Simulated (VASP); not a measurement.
**NbAl2N3: relaxation of cell and atoms with PBE**

Crystal: NbAl2N3.

```xyz
6
Lattice="3.1000 0.0000 0.0000 -1.5500 2.6847 0.0000 0.0000 0.0000 8.1000" Properties=species:S:1:pos:R:3 pbc="T T T"
Al    0.0000    1.7898    4.9005
Al    0.0000    1.7898    3.1995
Nb    0.0000    0.0000    0.0000
N     0.0000    1.7898    6.8040
N     0.0000    1.7898    1.2960
N     0.0000    0.0000    4.0500
```

The cell was built by a generator and needn't be a form met in nature.

| Item | Value |
| --- | --- |
| Program | VASP 6.6.1 |
| Task | relaxation of cell and atoms |
| Functional | PBE |
| Potentials or basis | VASP PAW PBE potentials, release 64 (Al, Nb_sv, N) |
| Cutoff | 520 eV |
| k mesh | 5 × 5 × 2 |
| Occupations | gaussian, width 0.15 eV |
| Spin | no spin polarisation |
| Further INCAR settings | PREC = Normal; ALGO = Fast; EDIFF = 0.0001; IBRION = 2; EDIFFG = -0.08; NSW = 24; ISIF = 3 |

```yaml
Relaxed_volume: 11.34 Å³/atom
Relaxed_cell: a = 3.033 Å, b = 3.033 Å, c = 8.537 Å, α = 90.00°, β = 90.00°, γ = 120.00°
Space_group_after_relaxing_to_0.05_Å: P-6m2 (No. 187)
Energy_gained_by_relaxing: 1017.0 meV/atom
Ionic_steps: 14
Pressure_after_relaxing: 0.1 GPa
Largest_force_after_relaxing: 0.069 eV/Å
Band_gap_on_the_k_mesh: none (metal or under the smearing width)
```

Forces in eV/Å, atoms in the order of the input:
```
Al   0.000  0.000  0.069
Al   0.000  0.000 -0.069
Nb   0.000  0.000  0.000
N    0.000  0.000  0.002
N    0.000  0.000 -0.002
N    0.000  0.000  0.000
```

Stress tensor (GPa, compression positive):
```
 0.24  0.00  0.00
 0.00  0.24  0.00
 0.00  0.00 -0.05
```

The path:
```
step  energy change (eV)  largest force (eV/Å)  pressure (GPa)  volume (Å³)
   1              0.0000               22.6721           18.19        67.41
   2             77.6108              159.3751          178.03        79.88
   3             -5.3333                5.0559            1.36        69.28
   4             -5.3630                4.7182            1.65        69.16
   5             -5.3810                4.2526            1.88        68.98
   6             -5.6578                1.5191           -8.02        70.47
   7             -5.9894                1.4121           -6.14        69.83
   8             -5.9900                1.3890           -5.99        69.81
   9             -6.0799                0.3674            3.16        66.87
  10             -6.0955                0.1234            0.52        67.66
  11             -6.1009                0.1566            0.37        67.94
  12             -6.1012                0.1454            0.51        67.90
  13             -6.1011                0.1402            0.27        67.88
  14             -6.1019                0.0695            0.14        68.03
```

Final structure:
```xyz
6
Lattice="3.0334 0.0000 0.0000 -1.5167 2.6270 0.0000 0.0000 0.0000 8.5369" Properties=species:S:1:pos:R:3 pbc="T T T"
Al    0.0000    1.7513    5.5129
Al    0.0000    1.7513    3.0239
Nb   -1.5167    2.6270    0.0000
N     0.0000    1.7513    7.2962
N     0.0000    1.7513    1.2406
N    -1.5167    2.6270    4.2684
```

Levels at points of the mesh, in eV from the Fermi level:
```
           k point  band 15  band 16  band 17  band 18  band 19  band 20
(0.00, 0.00, 0.00)    -2.54    -2.54    -1.63     1.41     2.36     3.01
(0.00, 0.00, 0.50)    -2.53    -2.53    -0.04     0.72     2.60     2.65
```

Wall time 46 s on 2 MPI ranks on Intel(R) Xeon(R) Platinum 8488C (Sapphire Rapids), with other jobs on the host, peak memory 0.15 GiB a rank.

Caveat: the k mesh is coarse (spacing up to 0.47 Å⁻¹), so the values aren't converged; the relaxation stopped at a loose force limit of 0.08 eV/Å, so its end isn't a converged minimum.
